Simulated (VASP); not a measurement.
The input files of a VASP run:

**INCAR**
```
SYSTEM  =  Cu2S
PREC  =  Accurate; ENCUT  =  400; LREAL  =  .FALSE.
LASPH  =  .TRUE.
EDIFF  =  1E-6; NELM  =  100; ALGO  =  Normal
LMAXMIX  =  4
ISMEAR  =  1; SIGMA  =  0.1
GGA  =  PS
IBRION  =  2; NSW  =  60; ISIF  =  3
EDIFFG  =  -0.02
LWAVE  =  .FALSE.; LCHARG  =  .FALSE.
```

File POSCAR:
```
Cu2S
1
   -3.2379782551     3.2379782551     1.9316494167
    3.2379782551    -3.2379782551     1.9316494167
    3.2379782551     3.2379782551    -1.9316494167
Cu S
4 2
Direct
  0.8750000000   0.0392789577   0.6642789577
  0.9607210423   0.6250000000   0.8357210423
  0.3750000000   0.2107210423   0.3357210423
  0.7892789577   0.1250000000   0.1642789577
  0.2500000000   0.7500000000   0.5000000000
  0.5000000000   0.5000000000   1.0000000000
```

### KPOINTS
```
K-points
0
gamma
8 8 8
```

POTCAR, in this order: Cu S (PBE.64 set). Program: vasp_std.

Q: Write an equivalent input for Ansatz.

A: One equivalent input (not run):
Ansatz 0.2 input:
```yaml
crystal:
  lattice:
    - [-3.2379783, 3.2379783, 1.9316494]
    - [3.2379783, -3.2379783, 1.9316494]
    - [3.2379783, 3.2379783, -1.9316494]
  atoms:
    - { symbol: Cu, position: [0.8750000, 0.0392790, 0.6642790] }
    - { symbol: Cu, position: [0.9607210, 0.6250000, 0.8357210] }
    - { symbol: Cu, position: [0.3750000, 0.2107210, 0.3357210] }
    - { symbol: Cu, position: [0.7892790, 0.1250000, 0.1642790] }
    - { symbol: S, position: [0.2500000, 0.7500000, 0.5000000] }
    - { symbol: S, position: [0.5000000, 0.5000000, 1.0000000] }
kpoints:
  mp_grid: { grid: [8, 8, 8] }
hamiltonian:
  xc: pbesol
  pseudopotentials: { kind: paw }
scf:
  occupations: { method: methfessel_paxton, width: 0.1 }
  max_iter: 100
relax:
  max_steps: 60
  f_tol: 0.02
  cell: {}
output: { forces: true, stress: true, eigenvalues: true }
```
The two are equivalent in intent, not identical: each code has its own PAW files, so the cut-off isn't converted (ENCUT is set for VASP's; basis.ecutwfc is left out, and Ansatz then takes the one that its files recommend); Ansatz stops its SCF on the density residual and VASP on the energy change (EDIFF).

The structure comes from a computed database's Cu2S entry (I-42d); how it stands against other phases isn't given here. This run relaxes it. Symmetry was kept, so distortions that lower it aren't found. The start is the result of an earlier pass.
